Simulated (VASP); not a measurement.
Given:

```
CELL_PARAMETERS angstrom
      3.85507     0.00000     0.00000
      0.00000     3.85507     0.00000
      0.00000     0.00000     3.85507
ATOMIC_POSITIONS crystal
  Ti 0.00000 0.00000 0.00000
  Pt 0.00000 0.50000 0.50000
  Pt 0.50000 0.00000 0.50000
  Pt 0.50000 0.50000 0.00000
```

Level of theory: LDA (Ceperley-Alder, Perdew-Zunger), VASP's LDA PAW potentials (set 64) (plane waves; VASP). Settings: 500 eV cut-off, 8×8×8 Γ-centred mesh, first-order Methfessel-Paxton smearing of 0.10 eV, potentials Ti_sv Pt.

Problem. The ions, cell shape and volume at an external pressure of 10.0 GPa are relaxed. What does this cell relax into?

Solution. 
```
CELL_PARAMETERS angstrom
      3.83495     0.00000     0.00000
      0.00000     3.83495     0.00000
      0.00000     0.00000     3.83495
ATOMIC_POSITIONS crystal
  Ti 0.00000 0.00000 0.00000
  Pt 0.00000 0.50000 0.50000
  Pt 0.50000 0.00000 0.50000
  Pt 0.50000 0.50000 0.00000
```
Space group Pm-3m (221), at a tolerance of 0.03 Å.

Problem. How do energy and volume change from the first to the last step?

Solution. The energy (σ→0) changes by +10.2 meV/atom and the volume by -1.6 %, in 3 ionic steps.

The compound is Pt3Ti in the L1_2 structure. This run relaxes it under an external pressure of 10 GPa. Symmetry was kept, so distortions that lower it aren't found.
